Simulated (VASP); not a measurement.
VASP input:

### INCAR
```
SYSTEM  =  GaP
PREC  =  Accurate; ENCUT  =  500; LREAL  =  F
LASPH  =  T
EDIFF  =  1E-6; NELM  =  100; ALGO  =  Normal
LMAXMIX  =  4
ISMEAR  =  1; SIGMA  =  0.1
GGA  =  PS
IBRION  =  2; NSW  =  40; ISIF  =  3
EDIFFG  =  -0.02; PSTRESS  =  450
LWAVE  =  F; LCHARG  =  F
```

KPOINTS:
```
Automatic
0
gamma
 13 13 13
0 0 0
```

POSCAR:
```
GaP
1.0
  2.8810941294   0.0000000000   0.0000000000
  0.0000000000   2.8810941294   0.0000000000
  0.0000000000   0.0000000000   2.8810941294
Ga P
1 1
Cartesian
  0.0000000000   0.0000000000   0.0000000000
  1.4405470647   1.4405470647   1.4405470647
```

POTCAR, in this order: Ga_d P (PBE.64 set). Program: vasp_std.

Question: Translate this PBEsol calculation to Ansatz.

Answer: One equivalent input (not run):
Ansatz 0.2 input:
```yaml
crystal:
  lattice:
    - [2.8810941, 0.0000000, 0.0000000]
    - [0.0000000, 2.8810941, 0.0000000]
    - [0.0000000, 0.0000000, 2.8810941]
  atoms:
    - { symbol: Ga, position: [0.0000000, 0.0000000, 0.0000000] }
    - { symbol: P, position: [0.5000000, 0.5000000, 0.5000000] }
kpoints:
  mp_grid: { grid: [13, 13, 13] }
hamiltonian:
  xc: pbesol
  pseudopotentials: { kind: paw }
scf:
  occupations: { method: methfessel_paxton, width: 0.1 }
  max_iter: 100
relax:
  max_steps: 40
  f_tol: 0.02
  cell: { p_target: 45 }
output: { forces: true, stress: true, eigenvalues: true }
```
The two are equivalent in intent, not identical: each code has its own PAW files, so the cut-off isn't converted (ENCUT is set for VASP's; basis.ecutwfc is left out, and Ansatz then takes the one that its files recommend); Ansatz stops its SCF on the density residual and VASP on the energy change (EDIFF).

The structure was generated: GaP was put into the CsCl type type (Pm-3m), which need not be its known phase. It was relaxed first under an external pressure of 45 GPa.
